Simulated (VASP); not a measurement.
VASP ran on this input.

INCAR:
```
! general
SYSTEM  = CsI
PREC    = Accurate
ENCUT   = 500
LREAL   = .FALSE.
LASPH   = .TRUE.

! electronic loop
EDIFF   = 1E-6
NELM    = 100
ALGO    = Normal
LMAXMIX = 4

! smearing
ISMEAR  = 0
SIGMA   = 0.05

! functional
GGA     = PS

! ions
IBRION  = 2
NSW     = 40
ISIF    = 3
EDIFFG  = -0.02
PSTRESS = 100

! output
LWAVE   = .FALSE.
LCHARG  = .FALSE.
```

### POSCAR
```
CsI
1
    4.1949437050     0.0000000000     0.0000000000
    0.0000000000     4.1949437050     0.0000000000
    0.0000000000     0.0000000000     4.1949437050
Cs I
1 1
Direct
  0.0000000000   0.0000000000   0.0000000000
  0.5000000000   0.5000000000   0.5000000000
```

File KPOINTS:
```
Automatic mesh
0
Gamma
6 6 6
0 0 0
```

POTCAR, in this order: Cs_sv I (PBE.64 set). Program: vasp_std.

Translate this PBEsol calculation to Ansatz.

One equivalent input (not run):
Ansatz 0.2 input:
```yaml
crystal:
  lattice:
    - [4.1949437, 0.0000000, 0.0000000]
    - [0.0000000, 4.1949437, 0.0000000]
    - [0.0000000, 0.0000000, 4.1949437]
  atoms:
    - { symbol: Cs, position: [0.0000000, 0.0000000, 0.0000000] }
    - { symbol: I, position: [0.5000000, 0.5000000, 0.5000000] }
kpoints:
  mp_grid: { grid: [6, 6, 6] }
hamiltonian:
  xc: pbesol
  pseudopotentials: { kind: paw }
scf:
  occupations: { method: gaussian, width: 0.05 }
  max_iter: 100
relax:
  max_steps: 40
  f_tol: 0.02
  cell: { p_target: 10 }
output: { forces: true, stress: true, eigenvalues: true }
```
Limits of the translation: each code has its own PAW files, so the cut-off isn't converted (ENCUT is set for VASP's; basis.ecutwfc is left out, and Ansatz then takes the one that its files recommend); Ansatz stops its SCF on the density residual and VASP on the energy change (EDIFF).

The compound is CsI in the CsCl type structure. This run relaxes it under an external pressure of 10 GPa. Symmetry was kept, so distortions that lower it aren't found.
